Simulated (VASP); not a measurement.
Level of theory: PBEsol GGA, VASP's PBE PAW potentials (set 64) (plane waves; VASP).

VASP ran on this input.

**KPOINTS**
```
Regular mesh
0
Gamma
  5 5 5
```

INCAR:
```
LREAL  =  .FALSE.   ! projection in real space or not
LWAVE  =  .FALSE.
ISMEAR  =  0   ! Gaussian
LASPH  =  .TRUE.   ! aspherical one-centre terms
ENCUT  =  300   ! plane-wave cut-off (eV)
GGA  =  PS   ! PBEsol
ISIF  =  2
LCHARG  =  .FALSE.
SYSTEM  =  GaCu3
SIGMA  =  0.1   ! width (eV)
PREC  =  Accurate
LMAXMIX  =  4   ! l cut-off of mixed one-centre charges
EDIFF  =  1E-6
ALGO  =  Normal
NELM  =  100
```

### POSCAR
```
GaCu3
1
    5.1573900000     0.0000000000     0.0000000000
   -2.5786950000     4.4664310000     0.0000000000
    0.0000000000     0.0000000000     4.2012400000
Ga Cu
2 6
Direct
  0.3333330000   0.6666670000   0.7500000000
  0.6666670000   0.3333330000   0.2500000000
  0.1653850000   0.3307700000   0.2500000000
  0.8346150000   0.6692300000   0.7500000000
  0.8346150000   0.1653850000   0.7500000000
  0.1653850000   0.8346150000   0.2500000000
  0.6692300000   0.8346150000   0.2500000000
  0.3307700000   0.1653850000   0.7500000000
```

POTCAR, in this order: Ga_d Cu (PBE.64 set). Program: vasp_std.

What will the output report for the number of irreducible k-points (NKPTS), largest plane-wave count, number of space-group operations, FFT grid (NGX, NGY, NGZ)?

The number of irreducible k-points (NKPTS) is 15. The largest plane-wave count is 1164 and the number of space-group operations is 24. The FFT grid (NGX, NGY, NGZ) is 30 × 30 × 24.

The structure comes from a computed database's GaCu3 entry (P6_3/mmc); how it stands against other phases isn't given here. The cell was not relaxed at this level. The run is one of a series of settings (GGA = PS, POTCAR Ga_d Cu (PBE.64 set) against the base run), some of them coarse on purpose.
